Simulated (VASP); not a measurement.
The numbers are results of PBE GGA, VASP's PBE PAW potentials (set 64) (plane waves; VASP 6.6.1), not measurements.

The input files of a VASP run:

File POSCAR:
```
La
1
    1.8473000000    -3.1996170000     0.0000000000
    1.8473000000     3.1996170000     0.0000000000
    0.0000000000     0.0000000000    11.9168000000
La
4
Direct
  0.0000000000   0.0000000000   0.5000000000
  0.0000000000   0.0000000000   0.0000000000
  0.3333330000   0.6666670000   0.2500000000
  0.6666670000   0.3333330000   0.7500000000
```

File KPOINTS:
```
Automatic mesh
0
G
 7 7 2
```

### INCAR
```
SYSTEM=La
PREC=Accurate; ENCUT=300; LREAL=.False.
LASPH=.True.
EDIFF=1E-6; NELM=100; ALGO=Normal
LMAXMIX=6
ISMEAR=0; SIGMA=0.136
GGA=PE
ISIF=2
LWAVE=.False.; LCHARG=.False.
```

POTCAR, in this order: La (PBE.64 set). Program: vasp_std.

At this cut-off the stress carries a Pulay error, which pulls relaxed volumes low.

Q: Estimate the energy per atom (σ→0), pressure, band gap (on the k-mesh).

A: 
| Quantity | Result |
|---|---|
| energy per atom (σ→0) | -4.883 eV/atom |
| band gap (on the k-mesh) | none (metal, semimetal or under 0.01 eV) |
| pressure | 1.29 GPa |

### OSZICAR
```
...
DAV:   9    -0.195553980934E+02   -0.16936E-02   -0.13674E-02  1632   0.504E-01    0.689E-02
DAV:  10    -0.195558470788E+02   -0.44899E-03   -0.35177E-03  1464   0.258E-01    0.216E-02
DAV:  11    -0.195559333536E+02   -0.86275E-04   -0.77425E-04  1400   0.112E-01    0.111E-02
DAV:  12    -0.195559557317E+02   -0.22378E-04   -0.20561E-04  1280   0.493E-02    0.545E-03
DAV:  13    -0.195559603945E+02   -0.46628E-05   -0.51469E-05  1136   0.301E-02    0.145E-03
DAV:  14    -0.195559623286E+02   -0.19341E-05   -0.12746E-05   872   0.187E-02    0.377E-04
DAV:  15    -0.195559626224E+02   -0.29375E-06   -0.35533E-06   848   0.142E-02
   1 F= -.19555963E+02 E0= -.19530420E+02  d E =-.510849E-01
```

The structure is a typed La crystal. The cell was not relaxed at this level, and its volume differs by -5.9 % from the start's.
